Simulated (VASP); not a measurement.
Given:

```xyz
4
Lattice="4.2016 0.0000 0.0000 0.0000 4.2016 0.0000 0.0000 0.0000 5.9730" Properties=species:S:1:pos:R:3 pbc="T T T"
Pb     0.0000     0.0000     0.0000
Pb     2.1008     2.1008     2.9865
Se     2.1008     2.1008     0.0000
S      0.0000     0.0000     2.9865
```

The numbers are results of LDA (Ceperley-Alder, Perdew-Zunger), VASP's LDA PAW potentials (set 64) (plane waves; VASP), not measurements. Settings: 400 eV cut-off, Gaussian smearing of 0.050 eV, potentials Pb_d Se S.

Unless said otherwise, spin-orbit coupling is left out, though it shifts the bands of the heavy elements here.

Task: Give the energies of bands 14 to 23 at the high-symmetry points, in eV from the valence-band maximum.

Result: 
| band | Γ | X | M | Z | R | A |
|---|---|---|---|---|---|---|
| 14 | -6.20 | -8.39 | -7.42 | -7.40 | -9.09 | -8.22 |
| 15 | -5.49 | -4.00 | -5.51 | -3.03 | -1.83 | -4.86 |
| 16 | -3.62 | -3.81 | -5.51 | -3.03 | -1.82 | -4.86 |
| 17 | -3.62 | -1.96 | -3.69 | -2.91 | -1.76 | -4.54 |
| 18 | -2.24 | -1.88 | -3.65 | -2.91 | -1.72 | -4.54 |
| 19 | -2.24 | -0.95 | -3.65 | -1.94 | -0.03 | -1.16 |
| 20 | -2.19 | -0.77 | -3.52 | -1.85 | 0.00 | -0.88 |
| 21 | 3.49 | 1.14 | 3.47 | 2.16 | 0.06 | 1.81 |
| 22 | 4.73 | 1.34 | 3.47 | 2.42 | 0.11 | 1.85 |
| 23 | 4.90 | 2.00 | 5.23 | 4.26 | 1.50 | 4.35 |

The gap is direct, 0.06 eV, from the valence maximum at R to the conduction minimum at R.

The structure comes from a computed database's Pb2SeS entry (P4/mmm); how it stands against other phases isn't given here. It was relaxed first, which changed the volume by -6 %.
